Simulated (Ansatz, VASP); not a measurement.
# One calculation of MgZn4Te, two programs

```xyz
6
Lattice="0.0000 3.8466 3.8466 3.8466 0.0000 3.8466 3.8466 3.8466 0.0000" Properties=species:S:1:pos:R:3 pbc="T T T"
Mg    1.9233    1.9233    1.9233
Zn    2.8945    2.8945    4.7988
Zn    4.7988    4.7988    4.7988
Zn    4.7988    2.8945    2.8945
Zn    2.8945    4.7988    2.8945
Te    0.0000    0.0000    0.0000
```

Change from the starting cell: species swapped into the YHoCo4 type (F-43m, No. 216).

Alike in both runs: functional PBE; k mesh 8 × 8 × 8; occupations gaussian, width 0.1 eV; no spin polarisation.

Ansatz relaxed the structure, and its values are those at the end. VASP's run is a single point on that final structure, the one shown.

```csv
,VASP,Ansatz
version,VASP 6.6.1,Ansatz 0.2.0
potentials or method,"VASP PAW PBE potentials, release 64 (Mg, Zn, Te)","scalar-relativistic, plane waves, PAW"
plane-wave cutoff (eV),520,420
valence electrons in the cell,56,74
```

Ansatz gave:

```
gap on the k mesh at the Fermi level (eV) : none
pressure (GPa)                            : 0.0
```

Question: Which values does VASP return?

Answer: gap on the k mesh at the Fermi level (eV): none; pressure (GPa): 0.1.

A gap of «none» marks a metal or a gap that the smearing closes. The two sets of potentials don't hold the same shells in valence.

Spin-orbit coupling is left out, which matters for the levels of Te.
